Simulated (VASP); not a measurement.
```xyz
2
Lattice="0.0000 2.7117 2.7117 2.7117 0.0000 2.7117 2.7117 2.7117 0.0000" Properties=species:S:1:pos:R:3 pbc="T T T"
Mg     0.0000     0.0000     0.0000
Se     2.7117     2.7117     2.7117
```

All values below come from revTPSS meta-GGA, VASP's PBE PAW potentials (set 64) (plane waves; VASP). Run with 520 eV cut-off, 8×8×8 Γ-centred mesh, Gaussian smearing of 0.050 eV, potentials Mg Se.

Task: Estimate the energy per atom (σ→0), pressure, band gap (on the k-mesh) with the smallest direct gap where there is one.

Result: 
| Quantity | Result |
|---|---|
| band gap (on the k-mesh) | 2.12 eV |
| smallest direct gap (on the k-mesh) | 3.08 eV |
| energy per atom (σ→0) | -0.884 eV/atom |
| pressure | 2.09 GPa |

Only differences to runs with the same potentials and settings are physical.

The compound is MgSe in the rock salt structure. This cell is one point of a volume scan, at 0.97 of the reference volume.
